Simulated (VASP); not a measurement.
The system is Ga2SnSe.

```
Ga Sn Se
1.0
     4.12083    0.00000    0.00000
     0.00000    4.12083    0.00000
     0.00000    0.00000    6.31828
Ga Sn Se
2 1 1
Direct
  0.00000 0.50000 0.26921
  0.50000 0.00000 0.73079
  0.50000 0.50000 0.50000
  0.00000 0.00000 0.00000
```

The cell was built by a generator and needn't be a form met in nature.

- Program: VASP 6.6.1
- Task: relaxation of cell and atoms
- Functional: PBE
- Potentials or basis: VASP PAW PBE potentials, release 64 (Ga_d, Sn_d, Se)
- Cutoff: 520 eV
- k mesh: 4 × 4 × 3
- Occupations: gaussian, width 0.15 eV
- Spin: no spin polarisation

At the start: pressure 4.4 GPa; volume 26.82 Å³/atom.

Question: How do energy, volume and symmetry change on relaxing?

Answer: Over 13 steps the energy falls by 93.3 meV/atom and the volume is 28.46 Å³/atom (+6.1 %); space group P-4m2 (No. 115, to 0.05 Å).

The path:
```csv
step,energy change (eV),largest force (eV/Å),pressure (GPa),volume (Å³)
1,0.0000,1.2449,4.42,107.29
2,-0.2432,0.3487,-1.42,119.14
3,-0.2430,0.4565,-0.85,118.84
4,-0.3077,0.1425,-1.01,116.68
5,-0.3528,0.2084,0.42,112.40
6,-0.3530,0.1169,0.08,112.69
7,-0.3530,0.2159,0.48,112.53
8,-0.3631,0.1211,0.35,113.76
9,-0.3653,0.1285,-0.66,115.53
10,-0.3663,0.2240,-0.33,114.92
11,-0.3662,0.1279,-0.61,115.11
12,-0.3663,0.1990,-0.53,115.01
13,-0.3730,0.0328,-0.18,113.82
```

Final structure:
```cif
data_structure
_symmetry_space_group_name_H-M 'P 1'
_symmetry_Int_Tables_number 1
_cell_length_a 4.4665
_cell_length_b 4.4665
_cell_length_c 5.7056
_cell_angle_alpha 90.000
_cell_angle_beta 90.000
_cell_angle_gamma 90.000
_cell_volume 113.82
loop_
_atom_site_label
_atom_site_type_symbol
_atom_site_fract_x
_atom_site_fract_y
_atom_site_fract_z
_atom_site_occupancy
Ga1 Ga 0.00000 0.50000 0.25398 1
Ga2 Ga 0.50000 0.00000 0.74602 1
Sn1 Sn 0.50000 0.50000 0.50000 1
Se1 Se 0.00000 0.00000 0.00000 1
```

Caveat: the k mesh is coarse (spacing up to 0.38 Å⁻¹), so the values aren't converged.
